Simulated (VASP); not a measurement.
Data:

```
NaF
1.0
    0.00000     2.22885     2.22885
    2.22885     0.00000     2.22885
    2.22885     2.22885     0.00000
Na F
1 1
Direct
  0.00000   0.00000   0.00000
  0.50000   0.50000   0.50000
```

All values below come from r2SCAN meta-GGA, VASP's PBE PAW potentials (set 64) (plane waves; VASP). Settings: 600 eV cut-off, 10×10×10 Γ-centred mesh, Gaussian smearing of 0.050 eV, potentials Na_pv F.

**Question.** What does the run give for the energy per atom (σ→0), pressure, band gap (on the k-mesh) with the smallest direct gap where there is one?

**Answer.** 
```json
{
  "band gap (on the k-mesh)": "7.88 eV",
  "smallest direct gap (on the k-mesh)": "7.88 eV",
  "energy per atom (σ→0)": "-6.288 eV/atom",
  "pressure": "51.1 kbar"
}
```

The absolute energy has meaning only against runs of the same code, potentials and settings.

The compound is NaF in the rock salt structure. It was relaxed first under an external pressure of 5 GPa.
